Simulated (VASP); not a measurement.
Data:

```
Cd4S3Se
1.0
    2.08428    -3.61008     0.00000
    2.08428     3.61008     0.00000
    0.00000     0.00000    13.56468
Cd Se S
4 1 3
Cartesian
  2.08428  -1.20336   3.28026
  2.08428   1.20336  13.52611
  2.08428  -1.20336  10.21145
  2.08428   1.20336   6.89837
  2.08428  -1.20336   5.91719
  2.08428   1.20336   2.49226
  2.08428  -1.20336  12.73968
  2.08428   1.20336   9.42117
```

The numbers are results of PBEsol GGA, VASP's PBE PAW potentials (set 64) (plane waves; VASP 6.6.1), not measurements. Numerical set-up: 400 eV cut-off, Gaussian smearing of 0.050 eV, potentials Cd Se S.

Q: Estimate the band gap (along the path) with the smallest direct gap where there is one.

A: 
| Quantity | Value |
|---|---|
| band gap (along the path) | 0.74 eV |
| smallest direct gap (along the path) | 0.74 eV |

The absolute energy has meaning only against runs of the same code, potentials and settings.

The structure was generated: Cd4S3Se was put into an ordered model structure (P3m1), which need not be its known phase. It was relaxed first.
